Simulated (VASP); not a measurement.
VASP ran on this input.

POSCAR:
```
IrO2
1.0
  4.4524610188   0.0000000000   0.0000000000
  0.0000000000   4.4524610188   0.0000000000
  0.0000000000   0.0000000000   3.1477611522
Ir O
2 4
Cart
  0.0000000000   0.0000000000   0.0000000000
  2.2262305094   2.2262305094   1.5738805761
  1.3755483696   1.3755483696   0.0000000000
  3.6017788790   0.8506821398   1.5738805761
  0.8506821398   3.6017788790   1.5738805761
  3.0769126492   3.0769126492   0.0000000000
```

### KPOINTS
```
K-points
0
Gamma
6 6 9
```

**INCAR**
```
LASPH = .TRUE.
PREC = Accurate
ISMEAR = 1   ! Methfessel-Paxton
NSW = 30   ! most ionic steps
ALGO = Normal
SYSTEM = IrO2
LREAL = .FALSE.   ! projection in real space or not
NELM = 100   ! most electronic steps
LWAVE = .FALSE.
IBRION = 1   ! quasi-Newton
LCHARG = .FALSE.
ENCUT = 520   ! plane-wave cut-off (eV)
EDIFF = 1E-8   ! SCF stop (eV)
ISIF = 2   ! forces and stress, cell fixed
EDIFFG = -0.001   ! ionic stop
LMAXMIX = 6
SIGMA = 0.1   ! width (eV)
```

POTCAR, in this order: Ir O (LDA.64 set). Program: vasp_std.

**Question.** Write an equivalent input for Ansatz.

**Answer.** One equivalent input (not run):
Ansatz 0.2 input:
```yaml
crystal:
  lattice:
    - [4.4524610, 0.0000000, 0.0000000]
    - [0.0000000, 4.4524610, 0.0000000]
    - [0.0000000, 0.0000000, 3.1477612]
  atoms:
    - { symbol: Ir, position: [0.0000000, 0.0000000, 0.0000000] }
    - { symbol: Ir, position: [0.5000000, 0.5000000, 0.5000000] }
    - { symbol: O, position: [0.3089411, 0.3089411, 0.0000000] }
    - { symbol: O, position: [0.8089411, 0.1910589, 0.5000000] }
    - { symbol: O, position: [0.1910589, 0.8089411, 0.5000000] }
    - { symbol: O, position: [0.6910589, 0.6910589, 0.0000000] }
kpoints:
  mp_grid: { grid: [6, 6, 9] }
hamiltonian:
  xc: lda
  pseudopotentials: { kind: paw }
scf:
  occupations: { method: methfessel_paxton, width: 0.1 }
  max_iter: 100
relax:
  max_steps: 30
  f_tol: 0.001
output: { forces: true, stress: true, eigenvalues: true }
```
Limits of the translation: each code has its own PAW files, so the cut-off isn't converted (ENCUT is set for VASP's; basis.ecutwfc is left out, and Ansatz then takes the one that its files recommend); Ansatz stops its SCF on the density residual and VASP on the energy change (EDIFF); Ansatz's lda is the Perdew-Wang form, while the LDA potentials of VASP carry Perdew-Zunger's.

The compound is IrO2 in the rutile structure. This run relaxes the ions in a fixed cell. Symmetry was kept, so distortions that lower it aren't found. The start is the result of an earlier pass.
